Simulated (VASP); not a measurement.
Zn, 1 atom in the cell. Symmetry: Im-3m, No. 229, cubic system. The conventional cell has a = 3.013 Å, b = 3.013 Å, c = 3.013 Å, α = 90.00°, β = 90.00°, γ = 90.00°. Zn (site symmetry m-3m) has 8 Zn at 2.61 Å as nearest neighbours. This isn't the form of Zn at room conditions, which is hcp.

* Program: VASP 6.6.1
* Task: single point
* Functional: LDA
* Potentials or basis: VASP PAW LDA potentials, release 64 (Zn)
* Cutoff: 520 eV
* k mesh: 24 × 24 × 24
* Occupations: fermi-dirac, width 0.1 eV
* Spin: no spin polarisation
* Dipole correction: no
* Further INCAR settings: ALGO = Normal; EDIFF = 1e-06; NBANDS = 12

Potentials or basis: VASP PAW LDA potentials, release 64 (Zn).

Run with:

```console
$ cat potpaw_LDA.64/Zn/POTCAR > POTCAR
$ mpirun -np 1 vasp_std > vasp.out
```

Hardware: 1 thread of Intel(R) Xeon(R) Platinum 8375C CPU @ 2.90GHz (Ice Lake), on a shared host.

Estimate the wall time of this run.

It took 44 s on 1 thread of Intel(R) Xeon(R) Platinum 8375C CPU @ 2.90GHz (Ice Lake) (shared host), peak memory 0.17 GiB. Counts: scf iterations 10, k points 413.
